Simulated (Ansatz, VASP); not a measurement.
# Cross-check of Ge2Sb2Te5 between VASP and Ansatz, part 2 of 2

One calculation is typed for both programs; each brings its own data sets. How far apart do they land? Of the first pair: The structure shown is frame 26 of Ansatz's trajectory.

VASP 6.6.1 and Ansatz 0.2.0.

So far. Step 3 (VASP: single point, PBEsol, pair 1): The run ends at a pressure of -1.83 GPa, with forces up to 0.84 eV/Å.

## Step 6: VASP: single point, PBEsol, pair 2

Level of this step: PBEsol; plane waves and PAW (Ge_d, Sb, Te) (VASP).

The same cell, functional, mesh and smearing now go to VASP, with its own data sets.

Contents of INCAR:

```
SYSTEM = Ge2Sb2Te5
PREC = Accurate
ENCUT = 410
EDIFF = 1E-06
NELM = 120
ISMEAR = -1
SIGMA = 0.1
LREAL = Auto
ALGO = Normal
GGA = PS
NBANDS = 164
LORBIT = 11
LWAVE = .FALSE.
LCHARG = .FALSE.
ISIF = 2
LASPH = .TRUE.
GGA_COMPAT = .FALSE.
EFERMI = MIDGAP
```

Contents of POSCAR:

```
Ge2Sb2Te5
1.0
   10.4949782549      0.0000000000      0.0000000000
    0.0000000000     10.4949782549      0.0000000000
    0.0000000000      0.0000000000     10.4949782549
Ge Sb Te
8 8 20
Direct
    0.5648449054      0.1050085072      0.8562066335
    0.0979683783      0.5831615704      0.2143711921
    0.8341012042      0.8112073025      0.3103368031
    0.0739672562      0.8086864778      0.4084051340
    0.6295233625      0.6924142979      0.8456684506
    0.6391876988      0.3449302049      0.2942452976
    0.7317386290      0.4510151317      0.7929213189
    0.0297376509      0.1527846901      0.0915685556
    0.3023551762      0.2448108931      0.3864429160
    0.3752470853      0.5970397316      0.4469666240
    0.5441899794      0.0682979976      0.2617663356
    0.7746654450      0.8294728954      0.6873495899
    0.7198814344      0.5638461421      0.5548963379
    0.1666539899      0.8630897349      0.1618192967
    0.2914670165      0.3197895144      0.8303084378
    0.8193116547      0.8463566845      0.0496921468
    0.7995594461      0.5268729354      0.1664198779
    0.9018436980      0.3303629522      0.3324335616
    0.3616805969      0.8870786365      0.4000707670
    0.0617219954      0.7011131249      0.9675464544
    0.3836389083      0.6062319374      0.7368132465
    0.0564755815      0.1063442889      0.4408901941
    0.5269827975      0.3455378288      0.9651245342
    0.0375187057      0.1425601810      0.8311522700
    0.1456145942      0.4541775013      0.5030983268
    0.3719959113      0.5843244122      0.1562379607
    0.3735963910      0.1105117106      0.6239376434
    0.9439062911      0.6066427052      0.7060813105
    0.7344713646      0.0032520315      0.4447914885
    0.5718808419      0.8158614332      0.2010074675
    0.5415103168      0.3366673007      0.5621224605
    0.0461680804      0.3884900855      0.9589954124
    0.4420214971      0.8544768538      0.8949002820
    0.2974586440      0.1294457184      0.0549357022
    0.7314647838      0.1305837865      0.0713098190
    0.7849131080      0.2070986664      0.7141165820
```

Contents of KPOINTS:

```
Automatic mesh
0
Gamma
1 1 1
0 0 0
```

Potentials, in the order of the species: Ge_d, Sb and Te (PBE family, release 64).

On the command line:

```sh
mpirun -np 4 vasp_gam
```

Numbers of over 12 decimals in the logs are rounded to 6 here.

Log:

```text
[banner, memory and clock lines left out]
running    4 mpi-ranks, on    1 nodes
[...]
[... a notice as in an earlier step ...]

 LDA part: xc-table for (Slater+PW92), standard interpolation
 POSCAR, INCAR and KPOINTS ok, starting setup
[...]
entering main loop
       N       E                     dE             d eps       ncg     rms          rms(c)
DAV:   1     0.390888126174E+04    0.39089E+04   -0.92327E+04   420   0.218E+03
DAV:   2     0.745625715136E+03   -0.31633E+04   -0.30705E+04   352   0.658E+02
DAV:   3    -0.314675494693E+02   -0.77709E+03   -0.74152E+03   384   0.210E+02
DAV:   4    -0.134156404165E+03   -0.10269E+03   -0.95867E+02   392   0.800E+01
[...]
DAV:  13    -0.140494783848E+03   -0.10535E-05   -0.54421E-05   392   0.188E-02    0.266E-02
DAV:  14    -0.140494785596E+03   -0.17474E-05   -0.81914E-06   352   0.939E-03    0.113E-02
DAV:  15    -0.140494786379E+03   -0.78334E-06   -0.23381E-06   272   0.413E-03
   1 F= -.14049479E+03 E0= -.14022004E+03  d E =-.549494E+00
```

OUTCAR, selected parts (step 6):

```text
  Total       -6.1696985    -11.2128051    -10.0002829      2.1648027      3.8065541      2.4353977
  in kB       -8.5512557    -15.5410452    -13.8604790      3.0004354      5.2759171      3.3754824
  external PRESSURE =     -12.6509267 kB  Pullay stress =       0.0000000 kB

 POSITION                                       TOTAL-FORCE (eV/Angst)
 -----------------------------------------------------------------------------------
      5.92803      1.10206      8.98587         0.461753     -0.014528     -0.071561
      1.02818      6.12027      2.24982         0.217221     -0.172355     -0.466320
      8.75387      8.51360      3.25698        -0.088081     -0.377908      0.030568
      0.77628      8.48715      4.28620         0.017810      0.296239      0.042497
      6.60683      7.26687      8.87527        -0.439207     -0.373494      0.206639
      6.70826      3.62003      3.08810         0.042881      0.028985     -0.051333
      7.67958      4.73339      8.32169        -0.133985      0.344997      0.433844
      0.31210      1.60347      0.96101         0.086569     -0.328102      0.498221
      3.17321      2.56928      4.05571        -0.686892      0.026587      0.299202
      3.93821      6.26592      4.69090         0.328088     -0.028464     -0.020793
      5.71126      0.71679      2.74723        -0.013445      1.161127     -0.176261
      8.13010      8.70530      7.21372         0.613334     -0.093051     -0.300733
      7.55514      5.91755      5.82362         0.076609      0.176640     -0.683043
      1.74903      9.05811      1.69829         0.239223     -0.103704      0.179144
[...]
-----------------------------------------------------------------------------------
    total drift:                                0.005542      0.005489      0.005185

  FREE ENERGIE OF THE ION-ELECTRON SYSTEM (eV)
  ---------------------------------------------------
  free  energy   TOTEN  =      -140.4947863791 eV

  energy  without entropy=     -139.9452924554  energy(sigma->0) =     -140.22003942

[... 2 parts as in an earlier step ...]

[... 1 further part left out ...]
[key lines of the parts left out:]
E-fermi :   5.4528
```

The run ends at a pressure of -1.27 GPa, with forces up to 1.6 eV/Å.

## Step 7: Differences

What differs besides the data sets and the points named for the pairs above, as far as they apply: the data sets hold 552 valence electrons in Ansatz (on its default PAW (the set named soft_2) files) and 272 in VASP. Total energies have different zeros and are not compared.

Forces on 8 of the 36 atoms, those with the largest forces and the largest differences (eV/Å; atoms numbered as in POSCAR):

```
atom          Ansatz x, y, z            VASP x, y, z
 Sb9    -0.701, 0.024, 0.320    -0.687, 0.027, 0.299
Sb11    0.029, 1.109, -0.180   -0.013, 1.161, -0.176
Sb13    0.091, 0.180, -0.663    0.077, 0.177, -0.683
Te17    -0.329, 0.630, 0.112    -0.329, 0.641, 0.104
Te19   -0.991, -0.286, 0.813   -0.993, -0.271, 0.816
Te23    0.096, 0.654, -0.027    0.115, 0.660, -0.003
Te24  -0.148, -0.593, -0.456  -0.136, -0.611, -0.465
Te30   0.515, -1.169, -0.859   0.510, -1.216, -0.873
```

The forces differ by 13 meV/Å r.m.s., which is 3.5 % of the r.m.s. force of 0.366 eV/Å (both taken over all components).

## Step 8: Ansatz: dynamics, PBEsol

One frame of this run of dynamics is then solved in both programs, so the motion causes no difference.

The structure compared here is frame 80 of Ansatz's trajectory.

Contents of input.yaml:

```yaml
crystal:
  lattice:
    - [10.4949782549, 0.0, 0.0]
    - [0.0, 10.4949782549, 0.0]
    - [0.0, 0.0, 10.4949782549]
  atoms:
    - { symbol: Ge, position: [0.5802478017, 0.1076765686, 0.8599213304] }
    - { symbol: Ge, position: [0.1133189436, 0.5469003358, 0.1866225945] }
    - { symbol: Ge, position: [0.8226710729, 0.7888003197, 0.3146882066] }
    - { symbol: Ge, position: [1.0704471162, 0.8072232346, 0.4025744245] }
    - { symbol: Ge, position: [0.6272449871, 0.7055268304, 0.8625606667] }
    - { symbol: Ge, position: [0.6399757896, 0.3714884907, 0.2341998251] }
    - { symbol: Ge, position: [0.7294808901, 0.4673787787, 0.8203948961] }
    - { symbol: Ge, position: [0.0355293082, 0.1793760001, 0.0962629091] }
    - { symbol: Sb, position: [0.2815712681, 0.2414708963, 0.3975019733] }
    - { symbol: Sb, position: [0.3812800713, 0.5984577746, 0.4397561825] }
    - { symbol: Sb, position: [0.5481009196, 0.087683879, 0.2591814694] }
    - { symbol: Sb, position: [0.7863942224, 0.8339893183, 0.6717004065] }
    - { symbol: Sb, position: [0.7287649669, 0.5628080117, 0.5403054572] }
    - { symbol: Sb, position: [0.1758863566, 0.8537568094, 0.1600772008] }
    - { symbol: Sb, position: [0.2883127031, 0.3293811714, 0.810248578] }
    - { symbol: Sb, position: [0.8225667938, 0.8578356151, 0.059731857] }
    - { symbol: Te, position: [0.783219685, 0.5858782708, 0.1880944211] }
    - { symbol: Te, position: [0.8844883458, 0.3348210537, 0.3422167764] }
    - { symbol: Te, position: [0.3624196239, 0.9141657397, 0.4006931655] }
    - { symbol: Te, position: [0.0614720896, 0.6988815832, 0.9354811753] }
    - { symbol: Te, position: [0.3963722414, 0.5931607929, 0.7689500838] }
    - { symbol: Te, position: [0.0831956557, 0.0750960472, 0.4401606353] }
    - { symbol: Te, position: [0.5025807565, 0.3545157759, 0.9737785522] }
    - { symbol: Te, position: [0.0232085175, 0.140373623, 0.8274137154] }
    - { symbol: Te, position: [0.1612674288, 0.4433333857, 0.5069038837] }
    - { symbol: Te, position: [0.3600132626, 0.560172601, 0.1353762158] }
    - { symbol: Te, position: [0.3696799625, 0.0875421591, 0.6155684729] }
    - { symbol: Te, position: [0.9439853911, 0.6112488727, 0.7027405228] }
    - { symbol: Te, position: [0.7492734192, -0.0101779315, 0.4497982625] }
    - { symbol: Te, position: [0.5836033834, 0.8030761317, 0.1863905684] }
    - { symbol: Te, position: [0.5672608447, 0.3415115615, 0.5624601244] }
    - { symbol: Te, position: [0.0473292808, 0.4197412254, 0.9448883387] }
    - { symbol: Te, position: [0.4387670705, 0.864816646, 0.9100998453] }
    - { symbol: Te, position: [0.3121419302, 0.1567472983, 0.0621810523] }
    - { symbol: Te, position: [0.7399352859, 0.1148198356, 0.058988376] }
    - { symbol: Te, position: [0.7935421103, 0.2051042023, 0.7015273649] }
kpoints:
  mp_grid: { grid: [1, 1, 1] }
scf:
  occupations: { method: fermi_dirac, width: 0.1 }
  n_extra_bands: 24
hamiltonian:
  xc: pbesol
  pseudopotentials: { kind: paw }
output:
  forces: true
basis:
  ecutwfc: 320
md:
  timestep: 2.5
  n_steps: 80
  ensemble: nvt_langevin
  temperature: 300
  seed: 1
```

On the command line:

```sh
ansatz run input.yaml --threads 8 --pin off --max-ram 40960MiB --backend cuda --events-out ev --progress --plain --runs-dir out
```

Log:

```text
[...]
Crystal: 36 atoms, lattice volume = 1155.965 Å³
Basis set: ecut = 320 eV, 15155 PW (Γ), exchange–correlation on 128×128×128 points (8 copies of the dense FFT grid, shifted against one another)
Bands: 300, of which v1, the nominal top of the filled ones, is band 276 counted from 1 (275 counted from 0)
Symmetry: 1 space group operations
k-points: 1
[...]
md step    53: t =   132.50 fs  T =   296.4 K  F+E_penalty+E_count = -223316.11163388 eV  E_kin = 1.379453 eV  (5 SCF iters)
md step    58: t =   145.00 fs  T =   273.2 K  F+E_penalty+E_count = -223316.12168125 eV  E_kin = 1.271390 eV  (4 SCF iters)
md step    63: t =   157.50 fs  T =   240.4 K  F+E_penalty+E_count = -223316.20290750 eV  E_kin = 1.118598 eV  (4 SCF iters)
md step    68: t =   170.00 fs  T =   238.0 K  F+E_penalty+E_count = -223316.34879568 eV  E_kin = 1.107335 eV  (4 SCF iters)
md step    73: t =   182.50 fs  T =   250.9 K  F+E_penalty+E_count = -223316.50695278 eV  E_kin = 1.167626 eV  (4 SCF iters)
[...]
```

## Step 9: VASP: single point, PBEsol, pair 3

The same cell, functional, mesh and smearing now go to VASP, with its own data sets.

INCAR is that of step 6.

Contents of POSCAR:

```
Ge2Sb2Te5
1.0
   10.4949782549      0.0000000000      0.0000000000
    0.0000000000     10.4949782549      0.0000000000
    0.0000000000      0.0000000000     10.4949782549
Ge Sb Te
8 8 20
Direct
    0.5698714047      0.1073482929      0.8589287925
    0.0968466990      0.5841823443      0.2102958145
    0.8383949720      0.8107673778      0.3159774055
    0.0763586856      0.8060623657      0.4064783077
    0.6199351577      0.6800938341      0.8325439832
    0.6538206972      0.3289874372      0.3074328428
    0.7300264768      0.4531144214      0.7934626254
    0.0331873008      0.1421008185      0.0948299249
    0.2857952563      0.2561555569      0.3828154668
    0.3733662810      0.6008995776      0.4431360301
    0.5462704029      0.0767922506      0.2674939320
    0.7811713184      0.8272361113      0.6825834057
    0.7246869708      0.5661336170      0.5461772155
    0.1723624343      0.8632825891      0.1631637492
    0.2906761621      0.3213366353      0.8336474633
    0.8068622721      0.8566606601      0.0438807007
    0.7953219909      0.5312836163      0.1674760974
    0.9026167344      0.3339478096      0.3371966015
    0.3483016269      0.8835236982      0.4059746382
    0.0548347968      0.7007151250      0.9785600075
    0.3820293766      0.6109937386      0.7337251029
    0.0598827348      0.1196899097      0.4495430944
    0.5280598840      0.3548024502      0.9596914596
    0.0376582009      0.1265188901      0.8197658719
    0.1517501953      0.4538474387      0.4966199904
    0.3628915570      0.5848085485      0.1528391923
    0.3830807366      0.1142294887      0.6222417847
    0.9521073562      0.6104904502      0.7133991913
    0.7403584659      0.0027819972      0.4552682134
    0.5786474114      0.8021867979      0.1956522396
    0.5453750223      0.3456107209      0.5741677451
    0.0389551069      0.3807097931      0.9656302999
    0.4308590156      0.8409432383      0.8913496315
    0.3000332086      0.1325317658      0.0488537458
    0.7270808776      0.1283715857      0.0736972466
    0.7762694502      0.1981733501      0.7075963208
```

KPOINTS is that of step 6.

On the command line:

```sh
mpirun -np 4 vasp_gam
```

Log:

```text
[... set-up lines as in an earlier step ...]
 entering main loop
       N       E                     dE             d eps       ncg     rms          rms(c)
DAV:   1     0.386732043205E+04    0.38673E+04   -0.92210E+04   428   0.219E+03
DAV:   2     0.787554654083E+03   -0.30798E+04   -0.29839E+04   336   0.671E+02
DAV:   3    -0.255365917386E+02   -0.81309E+03   -0.76927E+03   388   0.210E+02
DAV:   4    -0.134714390674E+03   -0.10918E+03   -0.10261E+03   400   0.827E+01
[...]
DAV:  13    -0.141082902949E+03    0.20881E-05   -0.42017E-05   392   0.166E-02    0.252E-02
DAV:  14    -0.141082904180E+03   -0.12311E-05   -0.76355E-06   360   0.846E-03    0.138E-02
DAV:  15    -0.141082904136E+03    0.43656E-07   -0.16256E-06   232   0.328E-03
   1 F= -.14108290E+03 E0= -.14082977E+03  d E =-.506275E+00
```

OUTCAR, selected parts (step 9):

```text
  Total       -3.6389890    -11.5608688    -14.6200691      1.3458216      2.4255703      3.1397822
  in kB       -5.0436704    -16.0234646    -20.2635429      1.8653204      3.3618615      4.3517654
  external PRESSURE =     -13.7768926 kB  Pullay stress =       0.0000000 kB

 POSITION                                       TOTAL-FORCE (eV/Angst)
 -----------------------------------------------------------------------------------
      5.98079      1.12662      9.01444        -0.009108      0.036571     -0.159106
      1.01640      6.13098      2.20705         0.007218     -0.225374     -0.151651
      8.79894      8.50899      3.31618        -0.470010     -0.183756     -0.511920
      0.80138      8.45961      4.26598         0.134589      0.196804      0.017349
      6.50621      7.13757      8.73753        -0.091735      0.110869      0.082454
      6.86183      3.45272      3.22650        -0.607129      0.432289     -0.132937
      7.66161      4.75543      8.32737         0.156992      0.108097      0.091226
      0.34830      1.49135      0.99524         0.075894     -0.286372     -0.089635
      2.99942      2.68835      4.01764         0.393149     -0.436103     -0.037876
      3.91847      6.30643      4.65070         0.631648      0.124822     -0.263452
      5.73310      0.80593      2.80734        -0.215314     -0.310260     -0.140397
      8.19838      8.68182      7.16370         0.221563     -0.171385      0.133935
      7.60557      5.94156      5.73212         0.640357      0.262220     -0.218913
      1.80894      9.06013      1.71240         0.329602      0.023692      0.087305
[...]
-----------------------------------------------------------------------------------
    total drift:                                0.004184      0.007808     -0.008744

  FREE ENERGIE OF THE ION-ELECTRON SYSTEM (eV)
  ---------------------------------------------------
  free  energy   TOTEN  =      -141.0829041360 eV

  energy  without entropy=     -140.5766294116  energy(sigma->0) =     -140.82976677

[... 2 parts as in an earlier step ...]

[... 1 further part left out ...]
[key lines of the parts left out:]
E-fermi :   5.4486
```

The run ends at a pressure of -1.38 GPa, with forces up to 0.76 eV/Å.

## Step 10: Differences

What differs besides the data sets and the points named for the pairs above, as far as they apply: the data sets hold 552 valence electrons in Ansatz (on its default PAW (the set named soft_2) files) and 272 in VASP. Total energies have different zeros and are not compared.

Forces on 8 of the 36 atoms, those with the largest forces and the largest differences (eV/Å; atoms numbered as in POSCAR):

```
atom          Ansatz x, y, z            VASP x, y, z
 Ge3  -0.482, -0.178, -0.514  -0.470, -0.184, -0.512
 Ge6   -0.593, 0.433, -0.126   -0.607, 0.432, -0.133
 Sb9    0.354, -0.423, 0.000   0.393, -0.436, -0.038
Sb10    0.604, 0.123, -0.260    0.632, 0.125, -0.263
Sb11  -0.175, -0.318, -0.150  -0.215, -0.310, -0.140
Sb13    0.647, 0.264, -0.206    0.640, 0.262, -0.219
Te19   -0.454, -0.092, 0.582   -0.443, -0.071, 0.581
Te25    -0.287, 0.277, 0.304    -0.329, 0.282, 0.329
```

The forces differ by 13 meV/Å r.m.s., which is 5.1 % of the r.m.s. force of 0.256 eV/Å (both taken over all components).

## Step 11: Outcome

| Item | Value |
| --- | --- |
| r.m.s. force difference (single point, PBEsol, pair 1) | 3.8 % of the r.m.s. force |
| r.m.s. force difference (single point, PBEsol, pair 2) | 3.5 % of the r.m.s. force |
| r.m.s. force difference (single point, PBEsol, pair 3) | 5.1 % of the r.m.s. force |

The r.m.s. force difference is 5.1 % of the r.m.s. force (single point, PBEsol, pair 3), beyond the 3 % picked in this series as the mark of a large difference. The data sets hold unlike numbers of valence electrons (552 in Ansatz and 272 in VASP), so part of the differences comes from the potentials. Ansatz's own log doubts the convergence of its single point, PBEsol, pair 2 run, which may account for the difference. Ansatz's own log doubts the convergence of its single point, PBEsol, pair 3 run, which may account for the difference. How closely two codes agree says nothing of how well the functional describes the real material.

[Lines on the potential files, build, host, timing and source positions are cut from VASP's logs without a mark.]

[Logs are printed without paths, hosts, clocks, repeated set-up lines and the standing remarks that a program may print on its own settings, such as how far it seeks lower states.]

[Hosts, paths, dates, database ids (printed as entryN), source tags and the programs' standing remarks are cut or masked in the printed files.]
